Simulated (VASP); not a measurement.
Consider the following.

```yaml
crystal:
  lattice:
    - [2.75845, 0.00000, 0.00000]
    - [0.00000, 2.75845, 0.00000]
    - [0.00000, 0.00000, 2.75845]
  atoms:
    - { symbol: Fe, position: [0.00000, 0.00000, 0.00000] }
    - { symbol: Co, position: [0.50000, 0.50000, 0.50000] }
```

All values below come from LDA (Ceperley-Alder, Perdew-Zunger), VASP's LDA PAW potentials (set 64) (plane waves; VASP 6.6.1). Numerical set-up: 400 eV cut-off, Gaussian smearing of 0.050 eV, potentials Fe Co.

The run has a spin-polarised start.

### Question
Give the spin-up energies of bands 1 to 12 at the high-symmetry points, in eV from the Fermi level.

### Answer

```csv
band,Γ,X,M,R
1,-9.52,-5.52,-5.89,-4.12
2,-5.67,-5.50,-5.73,-4.12
3,-5.67,-3.74,-4.21,-4.12
4,-3.06,-3.63,-4.21,-3.99
5,-3.06,-2.63,-1.70,-3.99
6,-3.06,-2.63,-1.63,-3.99
7,-1.63,-2.55,-1.51,-1.59
8,-1.63,-2.55,-1.21,-1.59
9,-0.48,-1.90,-0.20,-1.17
10,-0.48,-1.70,-0.20,-1.17
11,-0.48,-0.52,-0.13,8.39
12,9.74,-0.04,-0.13,8.39
```

### Question
Give the spin-down energies of bands 1 to 12 at the high-symmetry points, in eV from the Fermi level.

### Answer

| band | Γ | X | M | R |
|---|---|---|---|---|
| 1 | -9.15 | -4.90 | -4.62 | -2.83 |
| 2 | -4.14 | -4.74 | -4.56 | -2.83 |
| 3 | -4.14 | -2.14 | -2.62 | -2.83 |
| 4 | -1.34 | -1.55 | -2.62 | -2.50 |
| 5 | -1.34 | -1.23 | 0.24 | -2.50 |
| 6 | -1.34 | -1.23 | 0.24 | -2.50 |
| 7 | 0.61 | -0.44 | 0.33 | 0.39 |
| 8 | 0.61 | -0.44 | 0.35 | 0.39 |
| 9 | 1.66 | -0.39 | 0.71 | 1.43 |
| 10 | 1.66 | 0.63 | 1.38 | 1.43 |
| 11 | 1.66 | 1.16 | 1.93 | 9.29 |
| 12 | 10.21 | 2.17 | 1.93 | 9.29 |

It has no gap at this level: it comes out as a metal or semimetal.

The structure comes from a computed database's FeCo entry (Pm-3m); how it stands against other phases isn't given here. It was relaxed first, which changed the volume by -8 %.
